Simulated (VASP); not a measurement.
```
CELL_PARAMETERS angstrom
      6.43637     0.00000     0.00000
      0.00000     6.43637     0.00000
      0.00000     0.00000     6.43637
ATOMIC_POSITIONS crystal
  Cd 0.00000 0.00000 0.00000
  Hg 0.00000 0.50000 0.50000
  Hg 0.50000 0.00000 0.50000
  Hg 0.50000 0.50000 0.00000
  Te 0.24947 0.24947 0.24947
  Te 0.24947 0.75053 0.75053
  Te 0.75053 0.75053 0.24947
  Te 0.75053 0.24947 0.75053
```

Level of theory: LDA (Ceperley-Alder, Perdew-Zunger), VASP's LDA PAW potentials (set 64) (plane waves; VASP). Numerical set-up: 400 eV cut-off, Gaussian smearing of 0.050 eV, potentials Cd Hg Te.

Task: Give the energies of bands 28 to 41 at the high-symmetry points, in eV from the Fermi level.

Result: 
```
band      Γ      X      M      R
----  -----  -----  -----  -----
28    -2.28  -3.00  -4.00  -4.97
29    -2.28  -2.66  -2.58  -1.06
30    -2.28  -2.66  -2.49  -1.06
31    -2.23  -2.62  -2.48  -1.06
32    -2.23  -2.55  -2.48  -0.94
33    -2.23  -1.38  -1.03  -0.94
34    -0.47  -1.38  -1.03  -0.90
35     0.00  -1.25  -1.00  -0.90
36     0.00  -1.25  -0.90  -0.90
37     0.00   2.01   2.12   0.68
38     1.80   2.18   2.19   0.68
39     1.80   2.87   2.19   0.68
40     2.32   2.90   2.79   1.44
41     2.32   3.23   4.75   4.88
```

It has no gap at this level: it comes out as a metal or semimetal.

The structure comes from a computed database's CdHg3Te4 entry (P-43m); how it stands against other phases isn't given here. It was relaxed first, which changed the volume by -6 %.
